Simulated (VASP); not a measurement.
An input for Ansatz (written as the equivalent of a VASP run, and not itself run):

Ansatz 0.2 input:
```yaml
crystal:
  lattice:
    - [3.8677918, 0.0000000, 0.0000000]
    - [0.0000000, 3.8677918, 0.0000000]
    - [0.0000000, 0.0000000, 5.0526422]
  atoms:
    - { symbol: Sn, position: [0.5000000, 1.0000000, 0.7698231] }
    - { symbol: Sn, position: [1.0000000, 0.5000000, 0.2301769] }
    - { symbol: O, position: [0.5000000, 0.5000000, 1.0000000] }
    - { symbol: O, position: [0.0000000, 0.0000000, 0.0000000] }
kpoints:
  mp_grid: { grid: [6, 6, 4] }
hamiltonian:
  xc: pbe
  pseudopotentials: { kind: paw }
scf:
  occupations: { method: gaussian, width: 0.05 }
  max_iter: 100
relax:
  max_steps: 40
  f_tol: 0.01
  cell: { p_target: 5 }
output: { forces: true, stress: true, eigenvalues: true }
```

Problem. Translate this input to VASP (INCAR, KPOINTS, POSCAR, choice of POTCAR).

Solution. This is not unique; one that fits is 
**POSCAR**
```
SnO
1.0
  3.8677917741   0.0000000000   0.0000000000
  0.0000000000   3.8677917741   0.0000000000
  0.0000000000   0.0000000000   5.0526422402
Sn O
2 2
Cartesian
  1.9338958871   3.8677917741   3.8896407292
  3.8677917741   1.9338958871   1.1630015110
  1.9338958871   1.9338958871   5.0526422402
  0.0000000000   0.0000000000   0.0000000000
```

**INCAR**
```
SYSTEM = SnO
PREC = Accurate
ENCUT = 600
EDIFF = 1E-7
NELM = 100
ALGO = Normal
LREAL = .FALSE.
LASPH = .TRUE.
ISMEAR = 0
SIGMA = 0.05
GGA = PE
LMAXMIX = 4
LWAVE = .FALSE.
LCHARG = .FALSE.
ISIF = 3
IBRION = 2
NSW = 40
EDIFFG = -0.01
PSTRESS = 50
```

KPOINTS:
```
Automatic mesh
0
Gamma
6 6 4
0 0 0
```

POTCAR, in this order: Sn_d O (PBE.64 set). Program: vasp_std.

The two are equivalent in intent, not identical: each code has its own PAW files, so the cut-off isn't converted (ENCUT is set for VASP's; basis.ecutwfc is left out, and Ansatz then takes the one that its files recommend); Ansatz stops its SCF on the density residual and VASP on the energy change (EDIFF).

The compound is SnO in the litharge structure. This run relaxes it under an external pressure of 5 GPa. Symmetry was kept, so distortions that lower it aren't found. The k-mesh is coarse (spacing up to 0.34 per Å, 2π included), so the numbers may not be converged in it.
